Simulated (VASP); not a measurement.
Here is a VASP 6.6.1 calculation.

File INCAR:

```
PREC = Normal
ENCUT = 520
EDIFF = 1E-4
ISMEAR = 0
SIGMA = 0.15
LREAL = F
LASPH = T
NELM = 60
ALGO = Fast
ISIF = 3
LWAVE = F
LCHARG = F
GGA = PE
IBRION = 2
NSW = 24
EDIFFG = -0.08
```

Contents of KPOINTS:

```
regular mesh
0
Gamma
  3 3 4
```

POSCAR

```
SiCl5
1.0
    6.1362287700      0.0000000000      0.0000000000
   -3.0681143900      5.3141300000      0.0000000000
    0.0000000000      0.0000000000      5.1222738800
Si Cl
1 5
Direct
    0.0000000000      0.0000000000      0.0000000000
    0.3333333300      0.6666666700      0.0000000000
    0.6666666700      0.3333333300      0.0000000000
    0.5000000000      0.0000000000      0.5000000000
    0.5000000000      0.5000000000      0.5000000000
    0.0000000000      0.5000000000      0.5000000000
```

Potentials or basis: VASP PAW PBE potentials, release 64 (Si, Cl).

Command:

```sh
$ cat potpaw_PBE.64/Si/POTCAR potpaw_PBE.64/Cl/POTCAR > POTCAR
$ mpirun -np 1 vasp_std > vasp.out
```

Question: What does it give for the band gap on the k mesh?

Answer: None (metal or under the smearing width).

Question: What does it give for the relaxed volume?

Answer: 27.66 Å³/atom.

Question: Estimate the relaxed cell.

Answer: a = 5.123 Å, b = 5.123 Å, c = 7.303 Å, α = 90.00°, β = 90.00°, γ = 120.00°.

Step by step:
| step | energy change (eV) | largest force (eV/Å) | pressure (GPa) | volume (Å³) |
| --- | --- | --- | --- | --- |
| 1 | 0.0000 | 0.0000 | -3.03 | 167.03 |
| 2 | -0.7665 | 0.0000 | -2.58 | 154.33 |
| 3 | -1.7473 | 0.0000 | 0.28 | 136.92 |
| 4 | 0.3208 | 0.0000 | 29.85 | 103.33 |
| 5 | -1.9304 | 0.0000 | 2.52 | 130.81 |
| 6 | -1.9555 | 0.0000 | 4.72 | 126.45 |
| 7 | -2.4726 | 0.0000 | 5.09 | 131.05 |
| 8 | -2.5682 | 0.0000 | 6.30 | 133.43 |
| 9 | -2.9804 | 0.0000 | 0.34 | 156.25 |
| 10 | -2.9872 | 0.0000 | -0.64 | 161.79 |
| 11 | -2.9880 | 0.0000 | -0.34 | 160.37 |
| 12 | -2.9879 | 0.0000 | -0.25 | 160.94 |
| 13 | -3.0166 | 0.0000 | -0.33 | 163.39 |
| 14 | -3.0295 | 0.0000 | -0.09 | 165.96 |

Caveat: the k mesh is coarse (spacing up to 0.39 Å⁻¹), so the values aren't converged; this functional lacks dispersion, which binds the layers, so the pressure and a relaxed spacing across them are unreliable; an odd number of electrons without spin polarisation forces a metal; a magnetic or distorted state may lie lower; the relaxation stopped at a loose force limit of 0.08 eV/Å, so its end isn't a converged minimum.
